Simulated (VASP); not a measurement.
Input of a VASP 6.6.1 run:

The input INCAR:

```
SYSTEM = SnH2IF
ALGO     = Normal         ! electronic algorithm
EDIFF    = 1E-6           ! SCF threshold, eV
ENCUT    = 520            ! plane-wave cutoff, eV
GGA      = PE             ! functional
ISIF     = 2              ! what is computed and relaxed
ISMEAR   = 0              ! smearing method
IVDW     = 2              ! dispersion correction
LASPH    = .True.         ! aspherical terms in the spheres
LCHARG   = .False.        ! write CHGCAR
LORBIT   = 11             ! projections on sites
LREAL    = .False.        ! projectors in reciprocal space
LWAVE    = .False.        ! write WAVECAR
NELM     = 100            ! most SCF steps
PREC     = Accurate       ! precision mode
SIGMA    = 0.01           ! smearing width, eV
```

KPOINTS

```
k-points
0
Gamma
  1 1 1
  0 0 0
```

File POSCAR:

```
SnH2IF
1.0
   13.0000000000      0.0000000000      0.0000000000
    0.0000000000     13.0000000000      0.0000000000
    0.0000000000      0.0000000000     12.0000000000
F Sn I H
1 1 1 2
Direct
    0.4025884600      0.4992653800      0.6208125000
    0.4686807700      0.5073423100      0.4782208300
    0.6233038500      0.3737884600      0.4861458300
    0.3786961500      0.4683269200      0.3848541700
    0.5141730800      0.6294423100      0.4692625000
```

Potentials or basis: VASP PAW PBE potentials, release 64 (F, Sn_d, I, H).

Command:

```bash
$ cat potpaw_PBE.64/F/POTCAR potpaw_PBE.64/Sn_d/POTCAR potpaw_PBE.64/I/POTCAR potpaw_PBE.64/H/POTCAR > POTCAR
$ mpirun -np 1 vasp_gam > vasp.out
```

(1) Estimate the Hirshfeld charges.

(2) Predict the dispersion energy per atom.

(3) Predict the largest force.

## Answers

(1) F -0.28; Sn +0.49; I -0.10; H -0.06 e.

(2) -0.006 eV.

(3) 0.847 eV/Å.
